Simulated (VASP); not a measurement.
As:

```
CELL_PARAMETERS angstrom
1.87975 1.08527 3.48577
-1.87975 1.08527 3.48577
0.00000 -2.17055 3.48577
ATOMIC_POSITIONS crystal
As 0.22754 0.22754 0.22754
As 0.77246 0.77246 0.77246
```

| Property | Result |
| --- | --- |
| Program | VASP 6.6.1 |
| Task | relaxation of cell and atoms |
| Functional | PBEsol |
| Potentials or basis | VASP PAW PBE potentials, release 64 (As) |
| Cutoff | 600 eV |
| k mesh | 6 × 6 × 6 |
| Occupations | gaussian, width 0.1 eV |
| Spin | no spin polarisation |

At the start: pressure 0.4 GPa; volume 21.33 Å³/atom.

Problem. How do energy, volume and symmetry change on relaxing?

Solution. Over 10 steps the energy falls by 3.5 meV/atom and the volume is 21.10 Å³/atom (-1.1 %); space group R-3m (No. 166, to 0.05 Å).

Step by step:
| step | energy change (eV) | largest force (eV/Å) | pressure (GPa) | volume (Å³) |
| --- | --- | --- | --- | --- |
| 1 | 0.0000 | 0.1196 | 0.39 | 42.67 |
| 2 | -0.0030 | 0.0027 | -0.66 | 42.99 |
| 3 | -0.0031 | 0.0109 | -0.79 | 43.02 |
| 4 | -0.0056 | 0.0150 | -0.48 | 42.69 |
| 5 | -0.0067 | 0.0404 | -0.14 | 42.34 |
| 6 | -0.0067 | 0.0432 | -0.10 | 42.30 |
| 7 | -0.0069 | 0.0175 | 0.01 | 42.20 |
| 8 | -0.0069 | 0.0075 | 0.04 | 42.17 |
| 9 | -0.0069 | 0.0069 | 0.04 | 42.16 |
| 10 | -0.0069 | 0.0048 | -0.03 | 42.20 |

Final structure:
```
CELL_PARAMETERS angstrom
1.89487 1.09401 3.39242
-1.89487 1.09401 3.39242
0.00000 -2.18801 3.39242
ATOMIC_POSITIONS crystal
As 0.22914 0.22914 0.22914
As 0.77086 0.77086 0.77086
```

Caveat: the PAW data sets were made with another functional, which shifts forces and pressure a little.
